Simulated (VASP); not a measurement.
Here is the system:

```yaml
crystal:
  lattice:
    - [1.90292, -3.29596, 0.00000]
    - [1.90292, 3.29596, 0.00000]
    - [0.00000, 0.00000, 6.23287]
  atoms:
    - { symbol: Zn, position: [0.66667, 0.33333, 0.50012] }
    - { symbol: Zn, position: [0.33333, 0.66667, 0.00012] }
    - { symbol: S, position: [0.66667, 0.33333, 0.87488] }
    - { symbol: S, position: [0.33333, 0.66667, 0.37488] }
```

The numbers are results of PBE GGA with D3 dispersion (zero damping), VASP's PBE PAW potentials (set 64) (plane waves; VASP), not measurements. Run with 520 eV cut-off, Gaussian smearing of 0.050 eV, potentials Zn S.

Q: Give the energies of bands 8 to 21 at the high-symmetry points, in eV from the valence-band maximum.

A: 
| band | Γ | M | K | A | L | H |
|---|---|---|---|---|---|---|
| 8 | -5.92 | -6.00 | -5.96 | -6.33 | -6.05 | -5.99 |
| 9 | -5.92 | -5.85 | -5.90 | -5.87 | -5.83 | -5.91 |
| 10 | -5.84 | -5.80 | -5.88 | -5.87 | -5.83 | -5.91 |
| 11 | -5.84 | -5.73 | -5.64 | -5.87 | -5.67 | -5.54 |
| 12 | -5.68 | -5.71 | -5.64 | -5.87 | -5.67 | -5.54 |
| 13 | -5.37 | -4.84 | -4.33 | -2.87 | -4.89 | -4.77 |
| 14 | -0.90 | -4.14 | -4.33 | -2.87 | -4.89 | -4.77 |
| 15 | -0.90 | -3.29 | -3.88 | -0.47 | -1.64 | -3.07 |
| 16 | -0.07 | -2.26 | -2.33 | -0.47 | -1.64 | -3.07 |
| 17 | 0.00 | -1.69 | -2.33 | -0.47 | -1.63 | -1.35 |
| 18 | 0.00 | -0.89 | -2.10 | -0.47 | -1.63 | -1.35 |
| 19 | 2.23 | 3.65 | 4.27 | 3.57 | 3.56 | 4.51 |
| 20 | 3.10 | 4.27 | 5.93 | 3.57 | 3.56 | 4.51 |
| 21 | 6.30 | 5.12 | 5.93 | 6.76 | 5.22 | 6.36 |

The gap is direct, 2.23 eV, from the valence maximum at Γ to the conduction minimum at Γ.

Measured: gap 3.91 eV (computed value off by -1.68 eV), as given by Mehmet Aras et al., The Journal of Chemical Physics (2014), arXiv:1312.4272.

The compound is ZnS in the wurtzite structure, the high-temperature form. It was relaxed first.
